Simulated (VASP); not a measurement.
Here is the system:

```xyz
2
Lattice="0.0000 2.1200 2.1200 2.1200 0.0000 2.1200 2.1200 2.1200 0.0000" Properties=species:S:1:pos:R:3 pbc="T T T"
Ti     0.0000     0.0000     0.0000
N      2.1200     2.1200     2.1200
```

Level of theory: AM05 GGA, VASP's PBE PAW potentials (set 64) (plane waves; VASP). Numerical set-up: 520 eV cut-off, 13×13×13 Γ-centred mesh, first-order Methfessel-Paxton smearing of 0.10 eV, potentials Ti_sv N.

Energy and stress use the plane-wave basis of the starting cell.

Task: The ions, cell shape and volume are relaxed. Give the cell that the relaxation ends in.

Result: 
```xyz
2
Lattice="0.0000 2.1012 2.1012 2.1012 0.0000 2.1012 2.1012 2.1012 0.0000" Properties=species:S:1:pos:R:3 pbc="T T T"
Ti     0.0000     0.0000     0.0000
N      2.1012     2.1012     2.1012
```
Space group Fm-3m (225), at a tolerance of 0.03 Å.

Task: How do energy and volume change from the first to the last step?

Result: The energy (σ→0) changes by -6.2 meV/atom and the volume by -2.6 %, in 3 ionic steps.

The compound is TiN in the rock salt structure. This run relaxes it. Symmetry was kept, so distortions that lower it aren't found. The electron count is odd and the run is not spin-polarised, which forces a metal.
